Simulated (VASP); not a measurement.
Given:

```
CELL_PARAMETERS angstrom
     -2.01475     2.01475     2.01475
      2.01475    -2.01475     2.01475
      2.01475     2.01475    -2.01475
ATOMIC_POSITIONS crystal
  I  0.00000 0.00000 0.00000
```

Method: PBEsol GGA, VASP's PBE PAW potentials (set 64) (plane waves; VASP 6.6.1). Settings: 400 eV cut-off, Gaussian smearing of 0.050 eV, potentials I.

**Question.** Give the energies of bands 2 to 6 at the high-symmetry points, in eV from the Fermi level.

**Answer.** 
| band | Γ | H | N | P |
|---|---|---|---|---|
| 2 | 1.01 | -2.99 | -5.13 | -3.09 |
| 3 | 1.01 | -2.99 | -0.90 | -3.09 |
| 4 | 1.01 | -2.99 | 0.58 | -3.09 |
| 5 | 7.28 | 3.92 | 5.47 | 11.08 |
| 6 | 9.75 | 3.92 | 6.89 | 11.08 |

It has no gap at this level: it comes out as a metal or semimetal.

The structure was generated: I was put into the bcc type (Im-3m), which need not be its known phase. It was relaxed first, which changed the volume by -7 %.
